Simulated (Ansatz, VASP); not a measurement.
## H4C in two plane-wave programs

One calculation is typed for both programs; each brings its own data sets. How far apart do they land? The cell is taken from a series of runs on this material, whose earlier steps may have relaxed, scaled, displaced or heated it; both programs get it as it stands.

Program: Ansatz 0.2.0. Level of theory: plane waves, with VASP 6.6.1 beside it; dielectric response at LDA. Results are calculated unless marked as measured.

## Step 1: Set-up

The structure is cubic, space group I-43m (No. 217). The conventional cell has a = 4.958 Å, b = 4.958 Å, c = 4.958 Å, α = 90.00°, β = 90.00°, γ = 90.00°. H has 1 C at 1.09 Å nearest. C has 4 H at 1.09 Å nearest. Farther neighbours are not listed.

## Step 2: Ansatz: dielectric response, LDA

Ansatz runs on its default PAW (the set named soft_2) files.

The response to a field tests empty states and converges slowly with the mesh.

File input.yaml:

```yaml
crystal:
  lattice:
    - [-2.4789246809, 2.4789246809, 2.4789246809]
    - [2.4789246809, -2.4789246809, 2.4789246809]
    - [2.4789246809, 2.4789246809, -2.4789246809]
  atoms:
    - { symbol: H, position: [0.0, 0.0, 0.74631287] }
    - { symbol: H, position: [0.74631287, 0.0, 0.0] }
    - { symbol: H, position: [0.0, 0.74631287, 0.0] }
    - { symbol: H, position: [0.25368713, 0.25368713, 0.25368713] }
    - { symbol: C, position: [0.0, 0.0, 0.0] }
kpoints:
  mp_grid: { grid: [6, 6, 6] }
hamiltonian:
  xc: lda
scf:
  occupations: { method: fixed }
dielectric: {}
```

Run with:

```
ansatz run input.yaml --threads 1 --pin off --max-ram 1382MiB --backend cpu --events-out ev --progress --plain --runs-dir out
```

Numbers of over 12 decimals in the logs are rounded to 6 here.

The program printed:

```text
Engine: ansatz 0.2.0, aarch64-unknown-linux-gnu
Pseudopotentials: kind: paw
Pseudopotential: H, paw, valence charge 1, recommended cutoff 420 eV (normal), H.paw.azcp
Pseudopotential: C, paw, valence charge 4, recommended cutoff 420 eV (normal), C.paw.azcp
Functional definition: SPW92
  exchange = slater_x
  correlation = pw_c
Crystal: 5 atoms, lattice volume = 60.933 Å³
Basis set: ecut = 420 eV, 1205 PW (Γ), exchange–correlation on 60×60×60 points (8 copies of the dense FFT grid, shifted against one another)
Bands: 9, of which v1, the nominal top of the filled ones, is band 4 counted from 1 (3 counted from 0)
Symmetry: 24 space group operations
k-points: 46 of 216 (irreducible under 4 space group operations, time reversal used)
Non-local potential: H, projectors of the file, l = 0: 2, l = 1: 1
Non-local potential: C, projectors of the file, l = 0: 2, l = 1: 2, l = 2: 1
PAW form: soft (Blöchl's): semilocal exchange-correlation on the pseudo side does not see the compensation charge
PAW frozen core: C, regenerated for the run's functional, and the local potential with it (the file was generated under x = pbe(κ = 0.804, μ = 0.219515), c = pbe(β = 0.066725))
PAW one-centre angular grid: H, 110 points (default); XC on 64 Gauss nodes
PAW one-centre angular grid: C, 110 points (default); XC on 64 Gauss nodes
Initial density: superposition of atomic densities (neutral atoms: chi_scale 0, normalization atom), corrected by the library's trained network
Initial wavefunctions: pseudopotential atomic-orbital guess
Functional: x = slater, c = lda
SCF iter   1: F=—  HF=-306.301803 eV  |F-HF|=—  |Δ(HF+E_count)|=         —  Δρ=7.95e-3  dr2=1.94e-2  ethr=1.77e-3  ⟨swp⟩=4.0  Hψ=2199  notcnv=0  defer=99
preconditioner: auto → none  [insulator: Δε(μ)=7.228 eV  Ē_g=14.179 eV  n_scr=12 (ndim 8)  ℏωp=13.5 eV  f_vac=0.236  ε∞_Penn≈1.9]
SCF iter   2: F=—  HF=-306.295935 eV  |F-HF|=—  |Δ(HF+E_count)|=   5.87e-3  Δρ=2.64e-3  dr2=2.63e-3  ethr=2.43e-4  ⟨swp⟩=2.1  Hψ=962  notcnv=0  defer=91
SCF iter   3: F=—  HF=-306.295105 eV  |F-HF|=—  |Δ(HF+E_count)|=   8.31e-4  Δρ=8.70e-4  dr2=4.14e-4  ethr=3.28e-5  ⟨swp⟩=2.9  Hψ=639  notcnv=0  defer=130
SCF iter   4: F=—  HF=-306.294973 eV  |F-HF|=—  |Δ(HF+E_count)|=   1.32e-4  Δρ=9.00e-5  dr2=1.65e-6  ethr=5.18e-6  ⟨swp⟩=2.0  Hψ=606  notcnv=0  defer=127
SCF iter   5: F=—  HF=-306.294974 eV  |F-HF|=—  |Δ(HF+E_count)|=   1.16e-6  Δρ=2.70e-5  dr2=3.55e-7  ethr=2.07e-8  ⟨swp⟩=2.1  Hψ=552  notcnv=0  defer=46
SCF iter   6: F=—  HF=-306.294974 eV  |F-HF|=—  |Δ(HF+E_count)|=   2.37e-7  Δρ=2.24e-6  dr2=1.26e-9  ethr=4.44e-9  ⟨swp⟩=2.1  Hψ=520  notcnv=0  defer=46
SCF iter   7: F=-306.294974 eV  HF=-306.294974 eV  |F-HF|=1.73e-11  |Δ(HF+E_count)|=  4.63e-10  Δρ=2.65e-7  dr2=2.69e-11  ethr=1.25e-12  ⟨swp⟩=8.2  Hψ=2044  notcnv=0
SCF 1 converged in 7 iterations: F = -306.294974 eV  dr2 = 2.69e-11
  greatest PAW one-centre occupation: 0.655 electrons in one spin orbital (limit 2), on the C atom at site 4 (counted from 0), in its partial waves of l = 0
NSCF: frozen V_eff on 1 k-points
DFPT response loops at Γ: preconditioner auto → none (the input reference at scf.mixing.eps_inf says where Resta's filter doesn't serve); β = 0.50; Broyden in place of MSR1
SCF converged after 7 iterations
Free energy (F): -306.294974 eV
Harris-Foulkes:  -306.294974 eV  (|F-HF|=1.73e-11)
Internal energy: -306.294974 eV  (E = F + TS)
E sigma→0 (E₀):  -306.294974 eV
Fermi energy:    -6.563424 eV
--- Per-component energies (eV) ---
  E_band       = -70.369986
  E_kinetic    = 145.585792
  E_local      = -366.964675  (includes V_loc(G=0)·N_el)
  E_nonlocal   = 35.073412
  E_hartree    = 115.367564
  E_xc         = -82.044235
  E_vxc        = -104.170339  (∫ρ·V_xc dr)
  E_paw        = -94.211575  (= ΣΔE_a)
  E_vpaw       = -10.624142  (= ΣTr[D̂ρ^β])
  E_aug_tail   = -0.005078  (compensation charges beyond the density's cutoff)
  E_ewald      = -59.159013
  E_core_change = 0.062833  (= ΣΔE_core)
  E_smearing   = -0.000000  (= −TS)
  E_closure    = 0.000000  (closes the sum)
  Σ components = -306.294974   (vs F -306.294974, Δ=0.00e0)
--- Band table (eV; the first three rows and the last of 46) ---
  k-point 0: bands = ["-14.6429", "-6.5634", "-6.5634", "-6.5634", "0.7249", "5.6751", "5.6751", "5.6751", "9.5596"]
  k-point 1: bands = ["-14.5872", "-6.7844", "-6.6333", "-6.5668", "1.1770", "5.2487", "5.3400", "6.1939", "8.2815"]
  k-point 2: bands = ["-14.4711", "-7.1955", "-6.7676", "-6.5748", "2.1592", "4.5146", "4.6385", "7.5851", "8.4951"]
  k-point 45: bands = ["-14.2528", "-7.1468", "-7.1468", "-7.1468", "3.8411", "3.8411", "6.8152", "6.8152", "6.8152"]
--- Dielectric response (ions clamped): 1 representative field direction + reference, on 46 of 216 k-points (Σ response iterations 6) ---
  k mesh reduced under 4 symmetry operations, with k and −k counted as one. Each operation leaves every solved perturbation unchanged. A smaller set is not considered because the run solves the response to a homogeneous field
  ε∞ (high-frequency dielectric tensor):
        1.682440     0.000000    -0.000000
       -0.000000     1.682440     0.000000
        0.000000     0.000000     1.682440
  Born effective charges Z* (e; rows j = field, columns β = displacement):
    site 0:
         0.03866   -0.06041    0.06041
        -0.06041    0.03866    0.06041
         0.06041    0.06041    0.03866
    site 1:
         0.03866    0.06041    0.06041
         0.06041    0.03866   -0.06041
         0.06041   -0.06041    0.03866
    site 2:
         0.03866    0.06041   -0.06041
         0.06041    0.03866    0.06041
        -0.06041    0.06041    0.03866
    site 3:
         0.03866   -0.06041   -0.06041
        -0.06041    0.03866   -0.06041
        -0.06041   -0.06041    0.03866
    site 4:
        -0.15464   -0.00000   -0.00000
         0.00000   -0.15464   -0.00000
        -0.00000    0.00000   -0.15464
  Z* charge neutrality: 4.550e-5 e pre-enforcement
  k-mesh period / interband length: 25.8 Å / 0.90 Å = 28.78 at k = (0.0000, 0.0000, 0.0000), direct gap 7.288 eV — 14 or more, which is no proof of convergence
```

The column dr2 measures how far the density is from self-consistency, as an energy; F and HF (Harris–Foulkes) agree once it is small.

[end of part 1 of 2]

[Lines on the potential files, build, host, timing and source positions are cut from VASP's logs without a mark.]

[Logs are printed without paths, hosts, clocks, repeated set-up lines and the standing remarks that a program may print on its own settings, such as how far it seeks lower states.]

[Hosts, paths, dates, database ids (printed as entryN), source tags and the programs' standing remarks are cut or masked in the printed files.]
